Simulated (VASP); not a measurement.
Here is the system:

```
Pt2C
1.0
    3.01167     0.00000     0.00000
   -1.50583     2.60818     0.00000
    0.00000     0.00000     4.85844
C Pt
1 2
Cartesian
  0.00000   0.00000   0.00000
  0.00000   1.73879   1.22433
  1.50584   0.86939   3.63412
```

The numbers are results of PBE GGA, VASP's PBE PAW potentials (set 64) (plane waves; VASP), not measurements. Run with 400 eV cut-off, 9×9×5 Γ-centred mesh, Gaussian smearing of 0.14 eV, potentials C Pt.

At this cut-off the stress carries a Pulay error, which pulls relaxed volumes low.

Problem. The ions, cell shape and volume are relaxed. What does this cell relax into?

Solution. 
```
Pt2C
1.0
    3.29890     0.00000     0.00000
   -1.64945     2.85693     0.00000
    0.00000     0.00000     4.11001
C Pt
1 2
Direct
  0.00000   0.00000   0.00000
  0.33333   0.66667   0.25583
  0.66667   0.33333   0.74417
```
Space group P-3m1 (164), at a tolerance of 0.03 Å.

Problem. How do energy and volume change from the first to the last step?

Solution. The energy (σ→0) changes by -71.7 meV/atom and the volume by +1.5 %, in 21 ionic steps.

The structure was generated: Pt2C was put into an ordered model structure, which need not be its known phase. This run relaxes it. Symmetry was kept, so distortions that lower it aren't found. The k-mesh is coarse (spacing up to 0.31 per Å, 2π included), so the numbers may not be converged in it. The run is one of a series of settings (EDIFFG = -0.01, IBRION = 2, ISIF = 3, NSW = 50 against the base run), some of them coarse on purpose.
